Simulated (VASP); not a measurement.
Data:

```
CoGa
1.0
    2.88211     0.00000     0.00000
    0.00000     2.88211     0.00000
    0.00000     0.00000     2.88211
Ga Co
1 1
Direct
  0.50000   0.50000   0.50000
  0.00000   0.00000   0.00000
```

Calculation: PBE GGA, VASP's PBE PAW potentials (set 64) (plane waves; VASP). Settings: PREC = Normal, EDIFF = 1E-5, 400 eV cut-off, 14×14×14 Γ-centred mesh, first-order Methfessel-Paxton smearing of 0.10 eV, potentials Ga_d Co.

### Question
Predict the energy per atom (σ→0), band gap (on the k-mesh) with the smallest direct gap where there is one.

### Answer

```yaml
band gap (on the k-mesh): none (metal, semimetal or under 0.01 eV)
energy per atom (σ→0): -5.238 eV/atom
```

The compound is CoGa in the CsCl type structure. It was relaxed first. The run is not spin-polarised, so no magnetic state was tried.
